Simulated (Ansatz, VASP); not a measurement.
**Two plane-wave programs on Zn2CdSe**

File INCAR:

```
SYSTEM = Zn2CdSe
PREC = Accurate
ENCUT = 600
EDIFF = 1E-7
ISMEAR = 0
SIGMA = 0.1
LREAL = .FALSE.
LASPH = .TRUE.
NELM = 60
ALGO = Normal
ISIF = 3
LWAVE = .FALSE.
LCHARG = .FALSE.
GGA = PE
IBRION = 2
NSW = 90
EDIFFG = -0.04
```

KPOINTS

```
regular mesh
0
G
  6 6 4
  0 0 0
```

POSCAR

```
Zn2CdSe
1.0
    4.0839540400      0.0000000000      0.0000000000
   -2.0419770200      3.5368079500      0.0000000000
    0.0000000000      0.0000000000      5.3853228800
Zn Cd Se
2 1 1
Direct
    0.3333333300      0.6666666700      0.0000000000
    0.6666666700      0.3333333300      0.0000000000
    0.0000000000      0.0000000000      0.0000000000
    0.0000000000      0.0000000000      0.5000000000
```

Input for Ansatz:

```yaml
crystal:
  lattice:
    - [4.08395404, 0.0, 0.0]
    - [-2.04197702, 3.53680795, 0.0]
    - [0.0, 0.0, 5.38532288]
  atoms:
    - { symbol: Zn, position: [0.33333333, 0.66666667, 0.0] }
    - { symbol: Zn, position: [0.66666667, 0.33333333, 0.0] }
    - { symbol: Cd, position: [0.0, 0.0, 0.0] }
    - { symbol: Se, position: [0.0, 0.0, 0.5] }
basis:
  ecutwfc: 420
kpoints:
  mp_grid: { grid: [6, 6, 4] }
hamiltonian:
  xc: pbe
scf:
  occupations: { method: gaussian, width: 0.1 }
  lower_state_search: "off"
output:
  forces: true
  stress: true
  eigenvalues: true
relax:
  adjacent_minimum: "off"
  f_tol: 0.04
  max_steps: 70
  cell: { stress_tol: 0.4 }
```

Alike in both runs: task relaxation of cell and atoms; functional PBE; k mesh 6 × 6 × 4; occupations gaussian, width 0.1 eV; no spin polarisation.

|  | VASP | Ansatz |
| --- | --- | --- |
| version | VASP 6.6.1 | Ansatz 0.2.0 |
| potentials or method | VASP PAW PBE potentials, release 64 (Zn, Cd, Se) | scalar-relativistic, plane waves, PAW |
| plane-wave cutoff (eV) | 600 | 420 |
| valence electrons in the cell | 42 | 60 |

```csv
,VASP,Ansatz,Ansatz less VASP
"gap on the k mesh at the Fermi level, each at its own relaxed structure (eV)",none,none,-
relaxed volume (Å³/atom),25.90,25.90,-0.003
relaxed cell length with the largest relative difference (Å),5.339,5.330,-0.0085
energy change over the relaxation (meV/atom),-588,-566,+22.2
```

A gap of «none» marks a metal or a gap that the smearing closes. The two sets of potentials don't hold the same shells in valence.

Caveats: the volume moved by over 15 % at a fixed basis, so the end points are rough (VASP).
